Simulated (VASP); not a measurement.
VASP ran on this input.

KPOINTS:
```
Automatic mesh
0
Gamma
6 6 3
0 0 0
```

**INCAR**
```
ALGO  =  Normal
EDIFF  =  1E-6
ENCUT  =  400
GGA  =  PE
ISIF  =  2
ISMEAR  =  0
LASPH  =  .TRUE.
LCHARG  =  .FALSE.
LMAXMIX  =  4
LREAL  =  .FALSE.
LWAVE  =  .FALSE.
NELM  =  100
PREC  =  Accurate
SIGMA  =  0.05
SYSTEM  =  TiSe
```

**POSCAR**
```
TiSe
1
    4.3158850000     0.0000000000     0.0000000000
   -2.1579420000     3.7376660000     0.0000000000
    0.0000000000     0.0000000000     7.0684230000
Ti Se
2 2
Direct
  0.6666670000   0.3333330000   0.0000000000
  0.3333330000   0.6666670000   0.5000000000
  0.6666670000   0.3333330000   0.6252000000
  0.3333330000   0.6666670000   0.1252000000
```

POTCAR, in this order: Ti_sv Se (PBE.64 set). Program: vasp_std.

**Question.** Write an equivalent input for Quantum ESPRESSO's pw.x.

**Answer.** One equivalent input (not run):
```
&CONTROL
  calculation = 'scf'
  pseudo_dir = './pseudo'
  outdir = './out'
  tprnfor = .true.
  tstress = .true.
/
&SYSTEM
  ibrav = 0
  nat = 4
  ntyp = 2
  ecutwfc = 86
  occupations = 'smearing'
  smearing = 'gaussian'
  degauss = 0.003675
  input_dft = 'pbe'
/
&ELECTRONS
  conv_thr = 7.3e-08
  electron_maxstep = 100
/
ATOMIC_SPECIES
  Ti 47.867 Ti.upf
  Se 78.971 Se.upf
CELL_PARAMETERS angstrom
     4.3158850    0.0000000    0.0000000
    -2.1579420    3.7376660    0.0000000
     0.0000000    0.0000000    7.0684230
ATOMIC_POSITIONS crystal
  Ti   0.6666670  0.3333330  0.0000000
  Ti   0.3333330  0.6666670  0.5000000
  Se   0.6666670  0.3333330  0.6252000
  Se   0.3333330  0.6666670  0.1252000
K_POINTS automatic
  6 6 3 0 0 0
```
The two are equivalent in intent, not identical: the potentials are each code's own (VASP's PAW set, PseudoDojo norm-conserving files in pw.x), so ENCUT and ecutwfc are chosen apart and not converted; conv_thr bounds pw.x's estimated SCF error, while EDIFF bounds the energy change between steps.

The structure was generated: TiSe was put into the wurtzite type (P6_3mc), which need not be its known phase. The cell was not relaxed at this level.
